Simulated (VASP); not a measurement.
```yaml
crystal:
  lattice:
    - [0.00000, 3.20523, 3.20523]
    - [3.20523, 0.00000, 3.20523]
    - [3.20523, 3.20523, 0.00000]
  atoms:
    - { symbol: Hg, position: [0.00000, 0.00000, 0.00000] }
    - { symbol: Te, position: [0.25000, 0.25000, 0.25000] }
```

These are AM05 GGA, VASP's PBE PAW potentials (set 64) (plane waves; VASP) values and carry that method's errors. Settings: 520 eV cut-off, 10×10×10 Γ-centred mesh, first-order Methfessel-Paxton smearing of 0.10 eV, potentials Hg Te.

Give the stress tensor in GPa (positive for a compressed cell).

```
2.80  0.00  0.00
0.00  2.80  0.00
0.00  0.00  2.80
```
The pressure is its mean diagonal, 2.80 GPa.

The compound is HgTe in the zinc blende structure. This cell is one point of a volume scan, at 0.94 of the reference volume.
